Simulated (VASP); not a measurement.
Given:

```
LiS
1.0
   -1.45418     1.45418     3.74627
    1.45418    -1.45418     3.74627
    1.45418     1.45418    -3.74627
Li S
1 1
Cartesian
  0.00000   0.00000   3.74627
  0.00000   1.45418   1.87313
```

Calculation: PBEsol GGA, VASP's PBE PAW potentials (set 64) (plane waves; VASP 6.6.1). Run with 520 eV cut-off, 16×16×16 Γ-centred mesh, first-order Methfessel-Paxton smearing of 0.10 eV, potentials Li_sv S.

Problem. Predict the energy per atom (σ→0), band gap (on the k-mesh) with the smallest direct gap where there is one.

Solution. 
```yaml
band gap (on the k-mesh): none (metal, semimetal or under 0.01 eV)
energy per atom (σ→0): -371.8 kJ/mol of atoms
```

Only differences to runs with the same potentials and settings are physical.

The structure comes from a computed database's LiS entry (I-4m2); how it stands against other phases isn't given here. It was relaxed first, which changed the volume by -5 %. The start is the result of an earlier pass. The electron count is odd and the run is not spin-polarised, which forces a metal.
